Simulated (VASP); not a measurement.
A run of VASP 6.6.1 is set up as follows.

File INCAR:

```
SYSTEM = TiPt5
PREC = Accurate
ENCUT = 520
EDIFF = 1E-7
ISMEAR = -1
SIGMA = 0.05
LREAL = .FALSE.
LASPH = .TRUE.
NELM = 60
ALGO = Normal
ISIF = 2
LWAVE = .FALSE.
LCHARG = .TRUE.
GGA = PE
LELF = .TRUE.
LVHAR = .TRUE.
NBANDS = 40
```

File KPOINTS:

```
regular mesh
0
G
  6 6 6
  0 0 0
```

The input POSCAR:

```
TiPt5
1.0
    0.0000000000      3.6789600000      3.6789600000
    3.6789600000      0.0000000000      3.6789600000
    3.6789600000      3.6789600000      0.0000000000
Ti Pt
1 5
Direct
    0.0000000000      0.0000000000      0.0000000000
    0.2500000000      0.2500000000      0.2500000000
    0.6248100000      0.6248100000      0.6248100000
    0.1255600000      0.6248100000      0.6248100000
    0.6248100000      0.6248100000      0.1255600000
    0.6248100000      0.1255600000      0.6248100000
```

Potentials or basis: VASP PAW PBE potentials, release 64 (Ti_sv, Pt).

The run is started by

```bash
$ cat potpaw_PBE.64/Ti_sv/POTCAR potpaw_PBE.64/Pt/POTCAR > POTCAR
$ mpirun -np 1 vasp_std > vasp.out
```

(1) What does it give for the band gap on the k mesh?

(2) Estimate the largest force.

(3) What does it give for the pressure?

Answers

(1) none (metal or under the smearing width).

(2) 0.017 eV/Å.

(3) -0.4 GPa.
